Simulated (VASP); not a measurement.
These are PBE GGA, VASP's PBE PAW potentials (set 64) (plane waves; VASP 6.6.1) values and carry that method's errors.

A VASP calculation is set up with these files.

**INCAR**
```
! general
SYSTEM = C36HSi36
PREC   = Normal
ENCUT  = 400
LREAL  = Auto
LASPH  = .TRUE.
ISYM   = 0
NELECT = 290.0

! electronic loop
EDIFF  = 1E-5
NELM   = 100
NELMIN = 4
ALGO   = Fast

! smearing
ISMEAR = 0
SIGMA  = 0.05

! functional
GGA    = PE

! ions
IBRION = 2
NSW    = 60
ISIF   = 2
EDIFFG = -0.03

! output
LWAVE  = .TRUE.
LCHARG = .FALSE.
```

**POSCAR**
```
C36HSi36
1.0
  4.6409808260  -8.0384148411   0.0000000000
  4.6409808260   8.0384148411   0.0000000000
  0.0000000000   0.0000000000  10.1276834096
Si C H
36 36 1
Cart
  0.0000000000   0.0000000000   0.0000000000
  0.0000000000   0.0000000000   5.0638417048
  1.5469920617  -0.8931563114   7.5975855402
  1.5469920617   0.8931563114   2.5337438354
  1.5469920617   2.6794689342   0.0000000000
  1.5469920617   2.6794689342   5.0638417048
  3.0722550511   1.8274693068   7.5586547252
  3.0939887643   3.5726332841   2.5337438354
  3.0939887643   5.3589459069   0.0000000000
  3.0939887643   5.3589459069   5.0638417048
  4.6409808260   4.4657895955   7.5975855402
  4.6409808260   6.2521022183   2.5337438354
  1.5469920617  -2.6794689342   0.0000000000
  1.5469920617  -2.6794689342   5.0638417048
  3.0939887643  -3.5726332841   7.5975855402
  3.0939841233  -1.7863126228   2.5337438354
  3.0939841233  -0.0000000000   0.0000000000
  3.0782651213   0.0258595805   5.0332257179
  4.6263756593  -0.9326731588   7.6459654839
  4.6409808260   0.8931643498   2.5337438354
  4.6409808260   2.6794769726   0.0000000000
  4.6820256604   2.6505869097   5.0356664896
  6.1772058122   1.8019151860   7.6184789511
  6.1879728877   3.5726332841   2.5337438354
  3.0939887643  -5.3589459069   0.0000000000
  3.0939887643  -5.3589459069   5.0638417048
  4.6409808260  -6.2521022183   7.5975855402
  4.6409808260  -4.4657895955   2.5337438354
  4.6409808260  -2.6794769726   0.0000000000
  4.6409808260  -2.6794769726   5.0638417048
  6.1879728877  -3.5726332841   7.5975855402
  6.1879775287  -1.7863126228   2.5337438354
  6.1879775287   0.0000000000   0.0000000000
  6.1518567749   0.0116155094   5.0665559240
  7.7349695903  -0.8931563114   7.5975855402
  7.7349695903   0.8931563114   2.5337438354
  0.0000000000   0.0000000000   8.2252993579
  0.0000000000   0.0000000000   3.1614576531
  1.5469920617  -0.8931563114   5.7048227878
  1.5469920617   0.8931563114   0.6409810830
  1.5469920617   2.6794689342   8.2252993579
  1.5469920617   2.6794689342   3.1614576531
  3.0475650331   1.8046884391   5.7148491944
  3.0939887643   3.5726332841   0.6409810830
  3.0939887643   5.3589459069   8.2252993579
  3.0939887643   5.3589459069   3.1614576531
  4.6409808260   4.4657895955   5.7048227878
  4.6409808260   6.2521022183   0.6409810830
  1.5469920617  -2.6794689342   8.2252993579
  1.5469920617  -2.6794689342   3.1614576531
  3.0939887643  -3.5726332841   5.7048227878
  3.0939841233  -1.7863126228   0.6409810830
  3.0443766793  -0.0045256276   8.2614248047
  3.0939841233  -0.0000000000   3.1614576531
  4.6617909840  -0.9365557131   5.7045695957
  4.6409808260   0.8931643498   0.6409810830
  4.6196044683   2.7160999907   8.2428911440
  4.6409808260   2.6794769726   3.1614576531
  6.1708012586   1.7639577911   5.7186572033
  6.1879728877   3.5726332841   0.6409810830
  3.0939887643  -5.3589459069   8.2252993579
  3.0939887643  -5.3589459069   3.1614576531
  4.6409808260  -6.2521022183   5.7048227878
  4.6409808260  -4.4657895955   0.6409810830
  4.6409808260  -2.6794769726   8.2252993579
  4.6409808260  -2.6794769726   3.1614576531
  6.1879728877  -3.5726332841   5.7048227878
  6.1879775287  -1.7863126228   0.6409810830
  6.1542700849   0.0354252942   8.1938934117
  6.1879775287   0.0000000000   3.1614576531
  7.7349695903  -0.8931563114   5.7048227878
  7.7349695903   0.8931563114   0.6409810830
  4.5207051669   0.8568950221   6.7305343082
```

File KPOINTS:
```
kpoints
0
G
1 1 1
```

POTCAR, in this order: Si C H (PBE.64 set). Program: vasp_gam.

Output

**OUTCAR**
```
 ion  position               nearest neighbor table
   1  0.000  0.000  0.000-  40 1.90  72 1.90  48 1.90  37 1.90  17 3.09  33 3.09  13 3.09   5 3.09
                            25 3.09   9 3.09   3 3.10  35 3.10  27 3.10   4 3.10  36 3.10  12 3.10
   2  0.000  0.000  0.500-  39 1.90  71 1.90  63 1.90  38 1.90  18 3.08  10 3.09  14 3.09   6 3.09
                            26 3.09   4 3.10  36 3.10  12 3.10  35 3.10   3 3.10  27 3.10  34 3.13
   3  0.222  0.111  0.750-  53 1.86  39 1.89  37 1.89  49 1.89  19 3.08  35 3.09  27 3.09  11 3.09
                            15 3.09  17 3.10   1 3.10  13 3.10   2 3.10  14 3.10   7 3.12  18 3.12
   4  0.111  0.222  0.250-  40 1.89  38 1.89  54 1.89  42 1.89  18 3.06  36 3.09  16 3.09  28 3.09
                            12 3.09  20 3.09   8 3.09   2 3.10   6 3.10   1 3.10  17 3.10   5 3.10
   5  0.000  0.333  0.000-  64 1.90  40 1.90  44 1.90  41 1.90  25 3.09   1 3.09  29 3.09  17 3.09
                            21 3.09   9 3.09  27 3.10  31 3.10  28 3.10   4 3.10   8 3.10   7 3.11
   6  0.000  0.333  0.500-  43 1.85  63 1.90  67 1.90  42 1.90   7 3.05  18 3.06  26 3.09   2 3.09
                            30 3.09  10 3.09  28 3.10   4 3.10   8 3.10  27 3.10  31 3.10  22 3.14
   7  0.217  0.445  0.746-  43 1.84  41 1.87  57 1.91  73 1.93  53 1.96   6 3.05  31 3.05  11 3.07
                            27 3.07  18 3.10  22 3.10  23 3.11   5 3.11   3 3.12  21 3.13
   8  0.111  0.556  0.250-  44 1.89  58 1.89  46 1.89  42 1.89  24 3.09  20 3.09  12 3.09  32 3.09
                            28 3.09   4 3.09  10 3.10   6 3.10  21 3.10   9 3.10   5 3.10  22 3.10
   9  0.000  0.667  0.000-  48 1.90  68 1.90  44 1.90  45 1.90  13 3.09  21 3.09  33 3.09   1 3.09
                            29 3.09   5 3.09  11 3.10  35 3.10  31 3.10  12 3.10  32 3.10   8 3.10
  10  0.000  0.667  0.500-  47 1.90  71 1.90  67 1.90  46 1.90  14 3.09   2 3.09  30 3.09   6 3.09
                            12 3.10  32 3.10   8 3.10  11 3.10  35 3.10  31 3.10  34 3.12  22 3.14
  11  0.222  0.778  0.750-  57 1.87  47 1.89  49 1.89  45 1.89   7 3.07  23 3.08   3 3.09  35 3.09
                            31 3.09  15 3.09   9 3.10  13 3.10  21 3.10  14 3.10  10 3.10  22 3.14
  12  0.111  0.889  0.250-  48 1.89  46 1.89  50 1.89  38 1.89  16 3.09  32 3.09  24 3.09   8 3.09
                             4 3.09  36 3.09  10 3.10  14 3.10   2 3.10  13 3.10   9 3.10   1 3.10
...
```

OSZICAR:
```
...
DAV:   1    -0.525449538428E+03   -0.15826E+00   -0.11084E+01   392   0.805E+00    0.984E-01
RMM:   2    -0.525457312183E+03   -0.77738E-02   -0.33645E-01   364   0.130E+00    0.492E-01
RMM:   3    -0.525455869623E+03    0.14426E-02   -0.74517E-02   365   0.527E-01    0.255E-01
RMM:   4    -0.525456028477E+03   -0.15885E-03   -0.12934E-02   377   0.224E-01    0.117E-01
RMM:   5    -0.525456125492E+03   -0.97016E-04   -0.24078E-03   370   0.105E-01    0.432E-02
RMM:   6    -0.525456153021E+03   -0.27529E-04   -0.51816E-04   381   0.468E-02    0.229E-02
RMM:   7    -0.525456160356E+03   -0.73348E-05   -0.12482E-04   365   0.233E-02    0.953E-03
RMM:   8    -0.525456160070E+03    0.28599E-06   -0.37300E-05   270   0.117E-02
   3 F= -.52545616E+03 E0= -.52545616E+03  d E =-.973817E+00
       N       E                     dE             d eps       ncg     rms          rms(c)
DAV:   1    -0.525657160822E+03   -0.20100E+00   -0.17406E+01   392   0.102E+01    0.110E+00
RMM:   2    -0.525658276748E+03   -0.11159E-02   -0.31789E-01   364   0.128E+00    0.514E-01
RMM:   3    -0.525656885551E+03    0.13912E-02   -0.78634E-02   365   0.545E-01    0.249E-01
RMM:   4    -0.525657753122E+03   -0.86757E-03   -0.14315E-02   383   0.228E-01    0.125E-01
RMM:   5    -0.525657823338E+03   -0.70216E-04   -0.19682E-03   369   0.989E-02    0.433E-02
RMM:   6    -0.525657860130E+03   -0.36793E-04   -0.46093E-04   381   0.455E-02    0.187E-02
RMM:   7    -0.525657866192E+03   -0.60615E-05   -0.10982E-04   369   0.216E-02    0.621E-03
RMM:   8    -0.525657866882E+03   -0.69026E-06   -0.20557E-05   235   0.968E-03
   4 F= -.52565787E+03 E0= -.52565787E+03  d E =-.201707E+00
       N       E                     dE             d eps       ncg     rms          rms(c)
DAV:   1    -0.525658365121E+03   -0.49893E-03   -0.45813E-02   416   0.522E-01    0.560E-02
RMM:   2    -0.525658368349E+03   -0.32274E-05   -0.87187E-04   364   0.665E-02    0.265E-02
RMM:   3    -0.525658365615E+03    0.27337E-05   -0.21929E-04   365   0.285E-02    0.127E-02
RMM:   4    -0.525658368135E+03   -0.25198E-05   -0.38836E-05   261   0.119E-02
   5 F= -.52565837E+03 E0= -.52565837E+03  d E =-.202208E+00
       N       E                     dE             d eps       ncg     rms          rms(c)
DAV:   1    -0.525733394647E+03   -0.75029E-01   -0.83428E+00   376   0.695E+00    0.762E-01
RMM:   2    -0.525735569888E+03   -0.21752E-02   -0.13737E-01   364   0.841E-01    0.369E-01
RMM:   3    -0.525734077848E+03    0.14920E-02   -0.31065E-02   368   0.341E-01    0.161E-01
RMM:   4    -0.525734244162E+03   -0.16631E-03   -0.58483E-03   374   0.145E-01    0.705E-02
RMM:   5    -0.525734302273E+03   -0.58111E-04   -0.89113E-04   381   0.600E-02    0.253E-02
RMM:   6    -0.525734314927E+03   -0.12655E-04   -0.15605E-04   379   0.255E-02    0.864E-03
RMM:   7    -0.525734316764E+03   -0.18368E-05   -0.30596E-05   248   0.114E-02
   6 F= -.52573432E+03 E0= -.52573432E+03  d E =-.759486E-01
       N       E                     dE             d eps       ncg     rms          rms(c)
DAV:   1    -0.525735949368E+03   -0.16344E-02   -0.24360E-01   408   0.119E+00    0.130E-01
RMM:   2    -0.525736014834E+03   -0.65466E-04   -0.40471E-03   364   0.144E-01    0.634E-02
RMM:   3    -0.525735971970E+03    0.42864E-04   -0.93132E-04   368   0.588E-02    0.267E-02
RMM:   4    -0.525735979149E+03   -0.71784E-05   -0.18180E-04   377   0.252E-02    0.120E-02
RMM:   5    -0.525735980501E+03   -0.13523E-05   -0.23221E-05   236   0.103E-02
   7 F= -.52573598E+03 E0= -.52573598E+03  d E =-.776124E-01
       N       E                     dE             d eps       ncg     rms          rms(c)
DAV:   1    -0.525770730439E+03   -0.34751E-01   -0.35869E+00   376   0.447E+00    0.510E-01
RMM:   2    -0.525771169145E+03   -0.43871E-03   -0.54828E-02   364   0.524E-01    0.252E-01
RMM:   3    -0.525770488172E+03    0.68097E-03   -0.13764E-02   366   0.221E-01    0.100E-01
RMM:   4    -0.525770621090E+03   -0.13292E-03   -0.26583E-03   379   0.946E-02    0.461E-02
RMM:   5    -0.525770631561E+03   -0.10471E-04   -0.33640E-04   372   0.387E-02    0.159E-02
RMM:   6    -0.525770637907E+03   -0.63464E-05   -0.75991E-05   314   0.173E-02
   8 F= -.52577064E+03 E0= -.52577064E+03  d E =-.346574E-01
       N       E                     dE             d eps       ncg     rms          rms(c)
DAV:   1    -0.525772348921E+03   -0.17174E-02   -0.26485E-01   408   0.121E+00    0.139E-01
RMM:   2    -0.525772387834E+03   -0.38914E-04   -0.40428E-03   364   0.143E-01    0.688E-02
RMM:   3    -0.525772338225E+03    0.49609E-04   -0.10036E-03   366   0.602E-02    0.273E-02
RMM:   4    -0.525772348569E+03   -0.10344E-04   -0.19894E-04   379   0.259E-02    0.125E-02
RMM:   5    -0.525772349345E+03   -0.77634E-06   -0.24838E-05   238   0.106E-02
   9 F= -.52577235E+03 E0= -.52577235E+03  d E =-.363688E-01
       N       E                     dE             d eps       ncg     rms          rms(c)
DAV:   1    -0.525781905149E+03   -0.95566E-02   -0.16493E+00   376   0.313E+00    0.359E-01
RMM:   2    -0.525781809203E+03    0.95946E-04   -0.29473E-02   364   0.389E-01    0.172E-01
RMM:   3    -0.525781460878E+03    0.34833E-03   -0.69794E-03   366   0.162E-01    0.774E-02
RMM:   4    -0.525781511387E+03   -0.50509E-04   -0.13822E-03   379   0.695E-02    0.354E-02
RMM:   5    -0.525781517065E+03   -0.56780E-05   -0.18570E-04   372   0.291E-02    0.128E-02
RMM:   6    -0.525781520289E+03   -0.32239E-05   -0.40338E-05   263   0.131E-02
  10 F= -.52578152E+03 E0= -.52578152E+03  d E =-.917094E-02
       N       E                     dE             d eps       ncg     rms          rms(c)
DAV:   1    -0.525781857508E+03   -0.34044E-03   -0.40109E-02   408   0.488E-01    0.560E-02
RMM:   2    -0.525781850168E+03    0.73401E-05   -0.70079E-04   364   0.598E-02    0.266E-02
RMM:   3    -0.525781840548E+03    0.96197E-05   -0.16865E-04   366   0.251E-02    0.119E-02
RMM:   4    -0.525781841450E+03   -0.90172E-06   -0.30431E-05   252   0.107E-02
  11 F= -.52578184E+03 E0= -.52578184E+03  d E =-.949210E-02
       N       E                     dE             d eps       ncg     rms          rms(c)
DAV:   1    -0.525784571136E+03   -0.27306E-02   -0.39853E-01   376   0.156E+00    0.174E-01
RMM:   2    -0.525784743983E+03   -0.17285E-03   -0.74997E-03   364   0.201E-01    0.853E-02
RMM:   3    -0.525784681717E+03    0.62265E-04   -0.15887E-03   367   0.808E-02    0.411E-02
RMM:   4    -0.525784690200E+03   -0.84823E-05   -0.36051E-04   377   0.356E-02    0.170E-02
RMM:   5    -0.525784692633E+03   -0.24331E-05   -0.50234E-05   284   0.148E-02
  12 F= -.52578469E+03 E0= -.52578469E+03  d E =-.285118E-02
       N       E                     dE             d eps       ncg     rms          rms(c)
DAV:   1    -0.525784694870E+03   -0.46705E-05   -0.33773E-04   408   0.459E-02    0.543E-03
RMM:   2    -0.525784694858E+03    0.12180E-07   -0.58168E-06   216   0.572E-03    0.285E-03
RMM:   3    -0.525784694643E+03    0.21448E-06   -0.63830E-07   141   0.202E-03    0.132E-03
RMM:   4    -0.525784694639E+03    0.40745E-08   -0.67487E-07   128   0.164E-03
  13 F= -.52578469E+03 E0= -.52578469E+03  d E =-.285319E-02
       N       E                     dE             d eps       ncg     rms          rms(c)
DAV:   1    -0.525785773420E+03   -0.10788E-02   -0.16152E-01   376   0.101E+00    0.103E-01
RMM:   2    -0.525785820135E+03   -0.46716E-04   -0.24903E-03   364   0.116E-01    0.485E-02
RMM:   3    -0.525785804186E+03    0.15949E-04   -0.56303E-04   369   0.483E-02    0.228E-02
RMM:   4    -0.525785809617E+03   -0.54311E-05   -0.11841E-04   375   0.206E-02    0.100E-02
RMM:   5    -0.525785810529E+03   -0.91190E-06   -0.15069E-05   226   0.841E-03
  14 F= -.52578581E+03 E0= -.52578581E+03  d E =-.111589E-02
```

OUTCAR:
```
------------------------ aborting loop because EDIFF is reached ----------------------------------------
  FORCE on cell =-STRESS in cart. coord.  units (eV):
  Direction    XX          YY          ZZ          XY          YZ          ZX
  --------------------------------------------------------------------------------------
  Total       18.3488139     18.4096537     -0.7642714     -0.0748382      0.0109925      0.0245294
  in kB       38.9043602     39.0333567     -1.6204583     -0.1586770      0.0233070      0.0520088
  external PRESSURE =      25.4390862 kB  Pullay stress =       0.0000000 kB
  volume of cell :      755.65
      direct lattice vectors                 reciprocal lattice vectors
     4.640980826 -8.038414841  0.000000000     0.107735847 -0.062201318  0.000000000
     4.640980826  8.038414841  0.000000000     0.107735847  0.062201318  0.000000000
     0.000000000  0.000000000 10.127683410     0.000000000  0.000000000  0.098739263
  FREE ENERGIE OF THE ION-ELECTRON SYSTEM (eV)
  ---------------------------------------------------
  free  energy   TOTEN  =      -525.7858105291 eV

  energy  without entropy=     -525.7858105291  energy(sigma->0) =     -525.78581053

 reached required accuracy - stopping structural energy minimisation
```
(Selected blocks of OUTCAR.)

CONTCAR:
```
C36HSi36
   1.00000000000000
     4.6409808259999998   -8.0384148410999998    0.0000000000000000
     4.6409808259999998    8.0384148410999998    0.0000000000000000
     0.0000000000000000    0.0000000000000000   10.1276834095999995
  Si              C               H
    36    36     1
Direct
     0.9993654311999375    0.9996981429004721    0.0000247938742606
     0.9995265316008026    0.9993887949875153    0.5011898475640501
     0.2210463711476981    0.1094352360547822    0.7523675589691693
     0.1101586027342901    0.2218368865826500    0.2504221756601957
     0.9999286992059608    0.3331885482770570    0.9976456081649460
     0.9983570038901856    0.3322695104294929    0.4999412221364931
     0.2344540274962022    0.4501851620059947    0.7475201444101190
     0.1101927023646355    0.5547310852337606    0.2503711773301818
     0.9994913294736540    0.6661389495797855    0.0000161873864967
     0.9995794387441419    0.6663433471521638    0.5011455976802398
     0.2211756061275864    0.7776325046944828    0.7523503345304950
     0.1108792281924189    0.8886772097750064    0.2509584669181874
     0.3332482174059687    0.9997645248446603    0.0000506894280543
     0.3327957024430035    0.9994395542060297    0.5011944653235648
     0.5563358149636664    0.1112981846102897    0.7512331712583975
     0.4446829290770483    0.2218797535687967    0.2504468336369527
     0.3320723773071412    0.3313634763924650    0.0006654642671596
     0.3327577859753426    0.3327709913247316    0.4999152891994180
     0.5483906279581158    0.4501393935458927    0.7475946644217624
     0.4440034938358787    0.5551624058327134    0.2501444004050156
     0.3321688585872183    0.6669844990030138    0.0006210330695934
     0.3327818402883103    0.6660398328442494    0.4999660931999656
     0.5487077554503522    0.7647532453059360    0.7476757988866011
     0.4445835506657519    0.8890313573445637    0.2504564370676404
     0.6661045325955228    0.9992777512875712    0.9978118731187496
     0.6666541640175094    0.0004460996273696    0.5000022604645384
     0.8876496259568810    0.1112551278822454    0.7512147180570746
     0.7774354114242861    0.2218249352295472    0.2480279824402986
     0.6661689441162927    0.3332038150301715    0.9977122606774632
     0.6667138421723355    0.3323001739750206    0.5000155950039239
     0.8876390836343666    0.4426381714450632    0.7511677079451664
     0.7775756194906888    0.5547661163253017    0.2504279264755159
     0.6675282468786801    0.6669076584363155    0.0007008427100558
     0.6659642695273887    0.6659839816988722    0.4999958954596758
     0.8890106130138964    0.7775352246169454    0.7523892366917295
     0.7775083211077988    0.8890235298621294    0.2504863800756705
     0.9992918102025428    0.9992972323888905    0.8129788826383134
     0.9997126428971387    0.9996372856193237    0.3132554819807152
     0.2216188203894733    0.1103763204817292    0.5622974449089995
     0.1099372517230249    0.2216606729651507    0.0620029771421420
     0.0017952070240147    0.3340302293704984    0.8106604031796331
     0.9988520491130057    0.3326310359848179    0.3119178169865804
     0.2195913543417932    0.4427580541627393    0.5587706645105729
     0.1100673041465499    0.5547513340096598    0.0619400079485621
     0.9994384367099864    0.6662280246161127    0.8129627146194023
     0.9997730578094499    0.6665262294175316    0.3132133295409739
     0.2216438655166153    0.7773159453347204    0.5622963051649486
     0.1108011181837541    0.8886391211922980    0.0618361896306493
     0.3327467179007629    0.9993645099816723    0.8129730123330126
     0.3330503663777103    0.9996890794374548    0.3132626081328698
     0.5550650735973384    0.1105774155285668    0.5612242982102957
     0.4446069199748423    0.2217145689091434    0.0620276010657227
     0.3294841088207081    0.3263169852830738    0.8162219056303548
     0.3327682920133745    0.3326018648337383    0.3120756004986904
     0.5558926826099269    0.4427954824460908    0.5587991382956478
     0.4438804453013386    0.5550450992011853    0.0611279467378077
     0.3297029401152443    0.6691941913276355    0.8161406934082811
     0.3327366696438872    0.6664364307435804    0.3121290378496988
     0.5558776936949081    0.7791068301378302    0.5588419086350338
     0.4445474067454587    0.8891405018477933    0.0620101548917477
     0.6649861712240913    0.9972499672388814    0.8107821022552860
     0.6666819454078267    0.0003354572738963    0.3119894936929204
     0.8882961738735810    0.1105233358345409    0.5611883981327375
     0.7774074965319506    0.2218821230088611    0.0601759101126004
     0.6649706904141616    0.3340170439570640    0.8107116640326291
     0.6667866536980290    0.3326447179599762    0.3119889199722336
     0.8883705356719953    0.4440066925497019    0.5611495932121671
     0.7775451011264763    0.5547648557204256    0.0619990109481278
     0.6720913952361856    0.6690998125155240    0.8161998813132540
     0.6666166899707561    0.6663940478902561    0.3121253560751090
     0.8884087398610506    0.7772720245807874    0.5623014916852249
     0.7774422256909772    0.8890432129213712    0.0620378307298072
     0.4436323463690898    0.5546930814144414    0.6904150899884313
```

File OUTCAR:
```
 val. band max:        8.1676512261   @ k =   0.0000   0.0000   0.0000

 cond. band min:      10.9672039755   @ k =   0.0000   0.0000   0.0000


 Fermi energy:         8.3984068141

 k-point     1 :       0.0000    0.0000    0.0000
  band No.  band energies     occupation
      1      -7.3440      2.00000
      2      -6.1718      2.00000
      3      -6.1458      2.00000
      4      -5.5920      2.00000
      5      -5.5136      2.00000
      6      -5.5131      2.00000
      7      -5.4873      2.00000
      8      -5.4532      2.00000
      9      -5.4520      2.00000
     10      -4.5673      2.00000
     11      -4.4327      2.00000
     12      -4.4322      2.00000
     13      -4.4063      2.00000
     14      -4.4058      2.00000
     15      -4.4037      2.00000
     16      -4.3991      2.00000
     17      -4.3806      2.00000
     18      -4.3798      2.00000
     19      -4.3700      2.00000
     20      -4.3085      2.00000
     21      -4.3066      2.00000
     22      -3.7911      2.00000
     23      -2.9075      2.00000
     24      -2.9069      2.00000
     25      -2.7323      2.00000
     26      -2.7166      2.00000
     27      -2.6766      2.00000
     28      -2.6763      2.00000
     29      -2.5730      2.00000
     30      -2.5720      2.00000
     31      -2.4854      2.00000
     32      -2.4848      2.00000
     33      -2.4794      2.00000
     34      -2.4436      2.00000
     35      -2.3931      2.00000
     36      -2.3915      2.00000
     37      -0.5798      2.00000
     38       0.2996      2.00000
     39       0.3987      2.00000
     40       0.3990      2.00000
     41       0.6979      2.00000
     42       0.6985      2.00000
     43       0.7281      2.00000
     44       0.7309      2.00000
     45       0.7316      2.00000
     46       0.7554      2.00000
     47       0.7561      2.00000
     48       0.9091      2.00000
     49       0.9106      2.00000
     50       1.3677      2.00000
     51       1.4271      2.00000
...
```

At this cut-off the stress carries a Pulay error, which pulls relaxed volumes low. The cell is charged, with a uniform compensating background. The supercell is sampled at Γ alone, which is coarse: total energies, pressure and levels can be off, energies of defects by several tenths of an eV.

The cell is a supercell with a defect, built from SiC (4h): H_i, charge -1. The run is not spin-polarised, so no state with unpaired spins was tried.
